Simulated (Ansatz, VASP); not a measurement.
**Pb: VASP beside Ansatz**

Wanted: the spread between two codes on one cell, functional and k mesh. The structure shown is the start of the Ansatz relaxation below; VASP solves that cell, so the two are compared at the walk's first step.

Calculated with Ansatz 0.2.0; plane waves, with VASP 6.6.1 beside it; single point at PBEsol.

## Step 1: The starting structure

The cell holds 5 atoms: 5 Pb. Cell: a = 3.500 Å, b = 3.500 Å, c = 43.600 Å, α = 90.0°, β = 90.0°, γ = 90.0°. It derives from Pb. Vacuum lies along c. The height across the vacuum is the one that the program set for its solve, not the one typed.

## Step 2: Ansatz: relaxation, PBEsol

Ansatz runs on its PAW soft_1 files.

The two programs are compared at the cell with which this relaxation starts, whose forces are those of its first step.

Contents of input.yaml:

```yaml
crystal:
  lattice:
    - [2.475, 2.475, 0.0]
    - [-2.475, 2.475, 0.0]
    - [0.0, 0.0, 22.9]
  atoms:
    - { symbol: Pb, position: [0.0, 0.0, 0.283843] }
    - { symbol: Pb, position: [0.5, 0.5, 0.391921] }
    - { symbol: Pb, position: [0.0, 0.0, 0.5] }
    - { symbol: Pb, position: [0.5, 0.5, 0.608079] }
    - { symbol: Pb, position: [0.0, 0.0, 0.716157] }
  periodic: [true, true, false]
kpoints:
  mp_grid: { grid: [10, 10, 1] }
hamiltonian:
  xc: pbesol
  pseudopotentials: { kind: paw, azcp: { folder: soft_1 }, xc_functional: pbe }
scf:
  occupations: { method: gaussian, width: 0.1 }
output:
  forces: true
  stress: true
  eigenvalues: true
  write_density: true
  write_potential: true
  elf: true
  volumetric_format: npy
relax:
  adjacent_minimum: "off"
  f_tol: 0.005
  max_steps: 80
  cell: { stress_2d_tol: 0.02 }
```

The run is started by

```
ansatz run input.yaml --threads 4 --pin off --max-ram 16384MiB --backend cpu --events-out ev --progress --plain --runs-dir out
```

Numbers of over 12 decimals in the logs are rounded to 6 here.

What it wrote:

```text
Warning: crystal.periodic: the lattice vector that does not repeat stood 0.000° off the slab's normal, 22.900 Å along it as the deck builds it. The run solves the slab on a vector along the normal, 43.600 Å long, with every atom where it was (on the deck's vector they left 13.00 Å outside them, and the widest stretch free of ions among them is 2.48 Å). A fractional position that the run reports is one of the run's ce [...]
crystal.periodic: the lattice vector that does not repeat stood 0.000° off the slab's normal, 22.900 Å along it as the deck builds it. The run solves the slab on a vector along the normal, 43.600 Å long, with every atom where it was (on the deck's vector they left 13.00 Å outside them, and the widest stretch free of ions among them is 2.48 Å). A fractional position that the run reports is one of the run's cell, which [...]
Engine: ansatz 0.2.0, aarch64-unknown-linux-gnu
Pseudopotentials: kind: paw
Pseudopotential: Pb, paw, valence charge 14, recommended cutoff 420 eV (normal), soft_1/Pb.paw.azcp
Functional definition: PBEsol
  exchange = pbesol_x
  correlation = pbesol_c
Crystal: 5 atoms, lattice volume = 534.154 Å³
Basis set: ecut = 420 eV, 10381 PW (Γ), exchange–correlation on 48×48×600 points (8 copies of the dense FFT grid, shifted against one another)
Bands: 42, of which v1, the nominal top of the filled ones, is band 35 counted from 1 (34 counted from 0)
Symmetry: 16 space group operations
Space group: P4/mmm (ITA 123), of the structure as read, at distance tolerance 8.1e-5 Å
k-points: 21 of 100
Non-local potential: Pb, projectors of the file, l = 0: 2, l = 1: 2, l = 2: 2, l = 3: 1
PAW form: soft (Blöchl's): semilocal exchange-correlation on the pseudo side does not see the compensation charge
PAW frozen core: Pb, regenerated for the run's functional, and the local potential with it (the file was generated under x = pbe(κ = 0.804, μ = 0.219515), c = pbe(β = 0.066725))
PAW one-centre angular grid: Pb, 590 points (default); XC on 64 Gauss nodes
Initial density: superposition of atomic densities (neutral atoms: chi_scale 0, normalization atom)
Initial wavefunctions: pseudopotential atomic-orbital guess
Functional: x = pbesol(κ = 0.804, μ = 0.123457), c = pbesol(β = 0.046)
iter 1 solved again at ethr=1.92e-3 eV; its pass at ethr=3.10e-3 eV (dr2=1.34e0 eV) is discarded
SCF iter   1: F=—  HF=-58785.260085 eV  |F-HF|=—  |Δ(HF+E_count)|=         —  Δρ=5.48e-3  dr2=1.40e0  ethr=1.92e-3  ⟨swp⟩=1.0  Hψ=6316  notcnv=0
preconditioner: auto → LDOS  [metal: Δε(μ)=0.025 eV  Ē_g=15.580 eV  σ=0.100 eV  W_gap=0.14  n_scr=70 (ndim 8)  ℏωp=13.4 eV  f_vac=0.669  D(μ)=5.26/eV (n_scr^D=18)  β→1.0]
SCF iter   2: F=—  HF=-58785.084794 eV  |F-HF|=—  |Δ(HF+E_count)|=   1.75e-1  Δρ=3.62e-3  dr2=1.14e-1  ethr=1.92e-3  ⟨swp⟩=4.3  Hψ=1906  notcnv=0  defer=4
[...]
relax step   5: F+E_penalty+E_count = -58785.14719461 eV  Δ(F+E_penalty+E_count) = -4.325e-5 eV  max|allowed force component| = 2.624e-3 eV/Å  Δτ_max = 0.0019 Å  P = +0.016 N/m  Ω = 502.105 Å³  energy of the carried Pulay correction = +1.587e-3 eV  fix = [c, alpha, beta]  reactions: c +0.000 N/m  (6 SCF iters, dr2 threshold 5.04e-10 eV, accepted)
Initial wavefunctions: pseudopotential atomic-orbital guess (no wavefunctions were taken with the density)
iter 1 solved again at ethr=6.65e-7 eV; its pass at ethr=3.10e-3 eV (dr2=4.66e-4 eV) is discarded
SCF iter   1: F=—  HF=-58785.145758 eV  |F-HF|=—  |Δ(HF+E_count)|=         —  Δρ=5.47e-5  dr2=2.48e-6  ethr=6.65e-7  ⟨swp⟩=5.1  Hψ=8918  notcnv=0
preconditioner: auto → LDOS  [metal: Δε(μ)=0.022 eV  Ē_g=15.849 eV  σ=0.100 eV  W_gap=0.12  n_scr=62 (ndim 8)  ℏωp=13.9 eV  f_vac=0.672  D(μ)=5.47/eV (n_scr^D=18)  β→1.0]
SCF iter   2: F=—  HF=-58785.145736 eV  |F-HF|=—  |Δ(HF+E_count)|=   2.18e-5  Δρ=1.08e-5  dr2=4.52e-7  ethr=3.54e-9  ⟨swp⟩=3.4  Hψ=2369  notcnv=0
SCF iter   3: F=—  HF=-58785.145736 eV  |F-HF|=—  |Δ(HF+E_count)|=   2.13e-7  Δρ=3.59e-6  dr2=4.60e-8  ethr=6.45e-10  ⟨swp⟩=2.6  Hψ=1682  notcnv=0
SCF iter   4: F=—  HF=-58785.145736 eV  |F-HF|=—  |Δ(HF+E_count)|=   5.17e-9  Δρ=6.87e-7  dr2=1.50e-9  ethr=6.58e-11  ⟨swp⟩=3.3  Hψ=2362  notcnv=0
SCF iter   5: F=—  HF=-58785.145736 eV  |F-HF|=—  |Δ(HF+E_count)|=   2.41e-9  Δρ=1.33e-7  dr2=1.07e-10  ethr=2.14e-12  ⟨swp⟩=3.0  Hψ=2102  notcnv=0
SCF iter   6: F=—  HF=-58785.145736 eV  |F-HF|=—  |Δ(HF+E_count)|=  1.67e-10  Δρ=3.70e-8  dr2=6.62e-12  ethr=1.00e-12  ⟨swp⟩=1.7  Hψ=1129  notcnv=0
SCF iter   7: F=—  HF=-58785.145736 eV  |F-HF|=—  |Δ(HF+E_count)|=  9.46e-11  Δρ=2.36e-8  dr2=3.66e-12  ethr=1.00e-12  ⟨swp⟩=14.7  Hψ=6925  notcnv=0
SCF iter   8: F=-58785.145736 eV  HF=-58785.145736 eV  |F-HF|=3.78e-10  |Δ(HF+E_count)|=    0.00e0  Δρ=7.28e-9  dr2=2.48e-13  ethr=1.00e-12  ⟨swp⟩=6.9  Hψ=4696  notcnv=0
SCF 6 converged in 8 iterations: F = -58785.145736 eV  dr2 = 2.48e-13
relax step   6: F+E_penalty+E_count = -58785.14573614 eV  Δ(F+E_penalty+E_count) = +1.458e-3 eV  max|allowed force component| = 2.688e-3 eV/Å  Δτ_max = 0.0000 Å  P = +0.008 N/m  Ω = 502.105 Å³  fix = [c, alpha, beta]  reactions: c +0.000 N/m  stress off target by 8.17e-3 N/m on what of the cell is left free  SCF on the basis re-selected at this cell (its energy is not comparable with the rows above)  (8 SCF iters)
basis re-selected at this cell: Δ(F+E_penalty+E_count) = +1.458e-3 eV, ΔP = -0.008 N/m vs the last step (what re-selecting the basis moved, of the pressure what is left beyond the Pulay correction that the steps carried, after the strain that the cell walked since its last selection, with what the two solves' SCF thresholds leave and, on support functions, any second-order correction that the steps lacked; it is no m [...]
WARN: The output density's exchange-correlation potential varies sharply where the density is thin. Do not read a vacuum level from v_tot or v_xc, or from such a field of the output density. On a cell that repeats whose density bears no net charge and no dipole along the vacuum's axis use v_es (v_loc + v_h of the components); under efield.dipole_correction with no amplitude use v_es + v_field, which holds any externa [...]
SCF converged after 8 iterations
Free energy (F): -58785.145736 eV
Harris-Foulkes:  -58785.145736 eV  (|F-HF|=3.78e-10)
Internal energy: -58785.118403 eV  (E = F + TS)
E sigma→0 (E₀):  -58785.132069 eV
Entropy (-TS):   -0.027333 eV (-5.467 meV/atom)
Fermi energy:    -3.755263 eV
--- Per-component energies (eV) ---
  E_band       = -1212.124672
  E_kinetic    = 1467.594561
  E_local      = -264186.556849  (includes V_loc(G=0)·N_el)
  E_nonlocal   = 1536.479116
  E_hartree    = 131006.964550
  E_xc         = -1020.713672
  E_vxc        = -690.287697  (∫ρ·V_xc dr)
  E_paw        = -51215.181743  (= ΣΔE_a)
  E_vpaw       = -1353.282947  (= ΣTr[D̂ρ^β])
  E_aug_tail   = -0.000042  (compensation charges beyond the density's cutoff)
  E_ewald      = 123625.984825
  E_core_change = 0.310851  (= ΣΔE_core)
  E_smearing   = -0.027333  (= −TS)
  E_closure    = 0.000000  (closes the sum)
  Σ components = -58785.145736   (vs F -58785.145736, Δ=0.00e0)
--- Forces (eV/Å), atoms counted from 1 ---
  atom   1  Pb     0.00000000    -0.00000000    -0.00268756
  atom   2  Pb     0.00000000     0.00000000     0.00195316
  atom   3  Pb    -0.00000000    -0.00000000     0.00000000
  atom   4  Pb     0.00000000    -0.00000000    -0.00195316
  atom   5  Pb     0.00000000    -0.00000000     0.00268756
  max |Σ_I F_I| component: 6.47e-29 eV/Å
--- 2D stress c σ (N/m, compression-positive) ---
        0.008173       0.000000       0.000000
       -0.000000       0.008173       0.000000
        0.000000       0.000000       0.000000
  P = ½ c Tr σ = 0.0082 N/m
--- Band table (eV; the first three rows and the last of 21) ---
  k-point 0: bands = [... 31 lower, -5.1812, -3.0269, -1.0518 (-1.0522°), -0.9643 (-0.9643°), -0.9643 (-0.9643°), -0.3824 (-0.3824°), -0.3824 (-0.3824°), -0.2092 (-0.2326°), ... 3 higher]
  k-point 1: bands = [... 31 lower, -5.1308, -3.2806, -2.1683, -1.5554 (-1.5554°), -1.3129 (-1.3129°), -0.8025 (-0.8025°), -0.2293 (-0.2375°), -0.2291 (-0.2291°), ... 3 higher]
  k-point 2: bands = [... 31 lower, -5.3080, -4.5268, -3.8305, -3.1241, -2.1584, -1.4113 (-1.4113°), -0.5081 (-0.5081°), -0.3288 (-0.3288°), ... 3 higher]
  k-point 20: bands = [... 31 lower, -6.7980, -6.2203, -6.2203, -5.0815, -5.0815, -3.6331, -3.6331, -3.0101, ... 3 higher]
  ° read free of the cell's end (the report's vacuum.weakly_bound_levels)
--- Relaxed structure (5 steps of the walk, 5 accepted, 1 SCFs on fresh bases) ---
  F+E_penalty+E_count = -58785.14573614 eV   max|allowed force component| = 2.688e-3 eV/Å   (the final SCF, on the basis selected at the relaxed cell)
  cell:  # Å, volume = 502.1054 Å³
    - [2.399602, 2.399602, 0.0]
    - [-2.399602, 2.399602, 0.0]
    - [0.0, 0.0, 43.5999812]
  atoms:
    - { symbol: Pb, position: [0, 0, 0.147234] }
    - { symbol: Pb, position: [0.5, 0.5, 0.203092] }
    - { symbol: Pb, position: [0, 0, 0.262615] }
    - { symbol: Pb, position: [0.5, 0.5, 0.322137] }
    - { symbol: Pb, position: [0, 0, 0.377996] }
```

Reading the cycles: dr2 is the Hartree energy of the density residual (eV), the measure of convergence; HF is the Harris–Foulkes estimate of the energy, which meets the free energy F at convergence.

## Step 3: VASP: single point, PBEsol, start cell

The same cell, functional, mesh and smearing now go to VASP, with its own data sets.

Lines of VASP's logs that name or quote its potential files are left out, and so is its time.

Contents of INCAR:

```
SYSTEM = Pb
PREC = Accurate
ENCUT = 400
EDIFF = 1E-06
NELM = 120
ISMEAR = 0
SIGMA = 0.1
LREAL = .FALSE.
ALGO = Normal
GGA = PS
NBANDS = 43
LORBIT = 11
LWAVE = .FALSE.
LCHARG = .FALSE.
ISIF = 2
LDIPOL = .TRUE.
IDIPOL = 3
DIPOL = 0.5 0.5 0.263
LVHAR = .TRUE.
LASPH = .TRUE.
GGA_COMPAT = .FALSE.
NELMDL = -8
KPAR = 2
```

Contents of POSCAR:

```
Pb
1.0
    2.4750000000      2.4750000000      0.0000000000
   -2.4750000000      2.4750000000      0.0000000000
    0.0000000000      0.0000000000     43.5999810000
Pb
5
Direct
    0.0000000000      0.0000000000      0.1490827485
    0.5000000000      0.5000000000      0.2058485072
    0.0000000000      0.0000000000      0.2626147934
    0.5000000000      0.5000000000      0.3193810796
    0.0000000000      0.0000000000      0.3761468382
```

Contents of KPOINTS:

```
Automatic mesh
0
Gamma
10 10 1
0 0 0
```

PAW data sets: Pb_d (PBE family, release 64).

The run is started by

```
mpirun -np 2 vasp_std
```

What it wrote:

```text
[banner, memory and clock lines left out]
running    2 mpi-ranks, on    1 nodes
 distrk:  each k-point on    1 cores,    2 groups
 distr:  one band on    1 cores,    1 groups

 POSCAR found type information on POSCAR Pb
 POSCAR found :  1 types and       5 ions
|                                                                             |
|               ----> ADVICE to this user running VASP <----                  |
|                                                                             |
|     You enforced a specific xc type in the INCAR file but a different       |
|     [... a line on the potential file left out ...]
|     I HOPE YOU KNOW WHAT YOU ARE DOING!                                     |
|                                                                             |

 LDA part: xc-table for (Slater+PW92), standard interpolation
 POSCAR, INCAR and KPOINTS ok, starting setup
 FFT: planning ... GRIDC
 FFT: planning ... GRID_SOFT
 FFT: planning ... GRID
 WAVECAR not read
 entering main loop
       N       E                     dE             d eps       ncg     rms          rms(c)
DAV:   1     0.694667125092E+03    0.69467E+03   -0.27887E+04  2318   0.114E+03
DAV:   2     0.418292558463E+02   -0.65284E+03   -0.64640E+03  1992   0.392E+02
DAV:   3    -0.168702751626E+02   -0.58700E+02   -0.58286E+02  2117   0.166E+02
DAV:   4    -0.193670209129E+02   -0.24967E+01   -0.24947E+01  2204   0.450E+01
DAV:   5    -0.194539217567E+02   -0.86901E-01   -0.86897E-01  2375   0.687E+00
DAV:   6    -0.194566994965E+02   -0.27777E-02   -0.27777E-02  2673   0.142E+00
DAV:   7    -0.194567502637E+02   -0.50767E-04   -0.50767E-04  2877   0.129E-01
DAV:   8    -0.194567510192E+02   -0.75546E-06   -0.75515E-06  2273   0.187E-02    0.144E+00
DAV:   9    -0.193033063115E+02    0.15344E+00   -0.84981E-01  2558   0.115E+01    0.893E-01
DAV:  10    -0.192659220786E+02    0.37384E-01   -0.34664E-01  2351   0.616E+00    0.488E-01
DAV:  11    -0.192513841905E+02    0.14538E-01   -0.11886E-01  2246   0.382E+00    0.256E-01
DAV:  12    -0.192502471008E+02    0.11371E-02   -0.11385E-02  2196   0.114E+00    0.134E-01
DAV:  13    -0.192490179230E+02    0.12292E-02   -0.25401E-03  2395   0.496E-01    0.691E-02
DAV:  14    -0.192487942775E+02    0.22365E-03   -0.13165E-03  2215   0.403E-01    0.421E-02
[...]
DAV:  20    -0.192493431559E+02   -0.78933E-04   -0.46813E-06  1397   0.120E-02    0.315E-03
DAV:  21    -0.192494228760E+02   -0.79720E-04   -0.69781E-06  1361   0.197E-02    0.136E-03
DAV:  22    -0.192494623426E+02   -0.39467E-04   -0.97109E-07  1348   0.100E-02    0.896E-04
DAV:  23    -0.192494766717E+02   -0.14329E-04   -0.86907E-07  1283   0.873E-03    0.739E-04
DAV:  24    -0.192494874873E+02   -0.10816E-04   -0.39017E-07  1248   0.632E-03    0.296E-04
DAV:  25    -0.192494897433E+02   -0.22560E-05   -0.53214E-08  1255   0.235E-03    0.136E-04
DAV:  26    -0.192494921062E+02   -0.23629E-05   -0.83921E-08  1151   0.109E-03    0.725E-05
DAV:  27    -0.192494926346E+02   -0.52843E-06   -0.12443E-08  1201   0.103E-03
   1 F= -.19249493E+02 E0= -.19237608E+02  d E =-.237690E-01
```

From OUTCAR (step 3):

```text
ion  position               nearest neighbor table
   1  0.000  0.000  0.149-   2 3.50   2 3.50   2 3.50   2 3.50
   2  0.500  0.500  0.206-   1 3.50   1 3.50   1 3.50   1 3.50   3 3.50   3 3.50   3 3.50   3 3.50

  LATTYP: Found a simple tetragonal cell.
 ALAT       =     3.5001785669
 C/A-ratio  =    12.4565019090

 Subroutine GETGRP returns: Found 16 space group operations
 (whereof  8 operations were pure point group operations)

The static configuration has the point symmetry C_4v.
 The point group associated with its full space group is D_4h.

 Found     21 irreducible k-points:

   k-points           NKPTS =     21   k-points in BZ     NKDIM =     21   number of bands    NBANDS=     43

   dimension x,y,z NGX =    24 NGY =   24 NGZ =  288
   dimension x,y,z NGXF=    48 NGYF=   48 NGZF=  576

   ENCUT  =  400.0 eV  29.40 Ry    5.42 a.u.   5.71  5.71 71.10*2*pi/ulx,y,z

   NELECT =      70.0000    total number of electrons

 k-points in reciprocal lattice and weights: Automatic mesh
   0.00000000  0.00000000  0.00000000       0.010
   0.10000000  0.00000000  0.00000000       0.040
   0.20000000  0.00000000  0.00000000       0.040
   0.30000000  0.00000000  0.00000000       0.040
   0.40000000  0.00000000  0.00000000       0.040
   0.50000000  0.00000000  0.00000000       0.020
   0.10000000  0.10000000  0.00000000       0.040
   0.20000000  0.10000000  0.00000000       0.080
   0.30000000  0.10000000  0.00000000       0.080
[...]
0.50000000  0.40000000  0.00000000       0.040
   0.50000000  0.50000000  0.00000000       0.010

 dipolmoment           0.000000      0.000000     -0.000003 electrons x Angstroem

 average (electrostatic) potential at core
       1 -97.9595       2 -97.8489       3 -97.9163       4 -97.8489       5 -97.9595

 E-fermi :  -0.7060

 k-point     1 :       0.0000    0.0000    0.0000
  band No.  band energies     occupation
    ...
     28     -10.6721      2.00000
     29      -9.3794      2.00000
     30      -8.0704      2.00000
     31      -3.4004      2.00000
     32      -1.8246      2.00000
     33       0.1608      0.00000
     34       1.5963      0.00000
     35       1.5963      0.00000
     36       2.0381      0.00000
     37       2.3355      0.00000
    ...

 k-point     2 :       0.1000    0.0000    0.0000
  band No.  band energies     occupation
    ...
     28     -10.5538      2.00000
     29      -9.2823      2.00000
     30      -8.0176      2.00000
     31      -3.2660      2.00000
     32      -1.8431      2.00000
     33      -0.2242      0.00000
     34       0.6381      0.00000
     35       1.3000      0.00000
     36       1.6903      0.00000
     37       1.7449      0.00000
    ...

 k-point     3 :       0.2000    0.0000    0.0000
  band No.  band energies     occupation
    ...
     30      -7.9061      2.00000
     31      -2.9282      2.00000
     32      -2.2774      2.00000
     33      -1.5123      2.00000
     34      -0.6826      0.74071
     35      -0.1037      0.00000
     36       0.8073      0.00000
     37       1.6839      0.00000
     38       2.1807      0.00000
     39       2.4420      0.00000
    ...

  Total       -2.5021954     -2.5021954     -1.2429060      0.0000000     -0.0000000      0.0000000
  in kB       -7.5052490     -7.5052490     -3.7280537      0.0000000     -0.0000000      0.0000000
  external PRESSURE =      -6.2461839 kB  Pullay stress =       0.0000000 kB

  energy-cutoff  :      400.00
  volume of cell :      534.15
      direct lattice vectors                 reciprocal lattice vectors
     2.475000000  2.475000000  0.000000000     0.202020202  0.202020202  0.000000000
    -2.475000000  2.475000000  0.000000000    -0.202020202  0.202020202  0.000000000
     0.000000000  0.000000000 43.599981000     0.000000000  0.000000000  0.022935790

 POSITION                                       TOTAL-FORCE (eV/Angst)
 -----------------------------------------------------------------------------------
      0.00000      0.00000      6.50001        -0.000000     -0.000000      0.193586
      0.00000      2.47500      8.97499         0.000000      0.000000     -0.149919
      0.00000      0.00000     11.45000        -0.000000     -0.000000     -0.000000
      0.00000      2.47500     13.92501         0.000000      0.000000      0.149919
      0.00000      0.00000     16.39999        -0.000000     -0.000000     -0.193586
 -----------------------------------------------------------------------------------
    total drift:                                0.000000      0.000000     -0.000204

  FREE ENERGIE OF THE ION-ELECTRON SYSTEM (eV)
  ---------------------------------------------------
  free  energy   TOTEN  =       -19.2494926346 eV

  energy  without entropy=      -19.2257235991  energy(sigma->0) =      -19.23760812

 vacuum level on the upper side and lower side of the slab         3.104         3.104

 total charge
# of ion       s       p       d       tot
------------------------------------------
    1        1.385   0.714   9.801  11.900
    2        1.396   0.740   9.808  11.944
    3        1.390   0.742   9.807  11.940
    4        1.396   0.740   9.808  11.944
    5        1.385   0.714   9.801  11.900
--------------------------------------------------
tot          6.952   3.649  49.025  59.626

[... 3 further parts left out ...]
```

The run ends at a pressure of -0.62 GPa, with forces up to 0.19 eV/Å.

## Step 4: Side by side

Known differences besides the potentials themselves: Ansatz cuts the interaction across the vacuum, VASP repeats the sheet with a dipole correction; the cutoff is 420 eV in Ansatz and 400 eV in VASP; Ansatz makes its cores anew for this functional, VASP keeps those of its PBE data sets. Total energies have different zeros and are not compared.

Forces (eV/Å; atoms numbered as in POSCAR):

```csv
atom,"Ansatz x, y, z","VASP x, y, z"
Pb1,"0.000, 0.000, 0.194","0.000, 0.000, 0.194"
Pb2,"0.000, 0.000, -0.150","0.000, 0.000, -0.150"
Pb3,"0.000, 0.000, 0.000","0.000, 0.000, 0.000"
Pb4,"0.000, 0.000, 0.150","0.000, 0.000, 0.150"
Pb5,"0.000, 0.000, -0.194","0.000, 0.000, -0.194"
```

The forces differ by 0.2 meV/Å r.m.s., which is 0.2 % of the r.m.s. force of 0.089 eV/Å (both taken over all components). With vacuum in the cell, a pressure given here is an average over mostly empty space and none of the material.

## Step 5: Outcome

```
r.m.s. force difference (single point, PBEsol, start cell) : 0.18 meV/Å
```

The r.m.s. force difference is 0.18 meV/Å (single point, PBEsol, start cell), within the 12 meV/Å picked in this series as the mark of a large difference. Such differences can come from data sets, numerical settings and the points named under the comparisons, not from the functional's error against experiment.

[Lines on the potential files, build, host, timing and source positions are cut from VASP's logs without a mark.]

[Logs are printed without paths, hosts, clocks, repeated set-up lines and the standing remarks that a program may print on its own settings, such as how far it seeks lower states.]

[Hosts, paths, dates, database ids (printed as entryN), source tags and the programs' standing remarks are cut or masked in the printed files.]
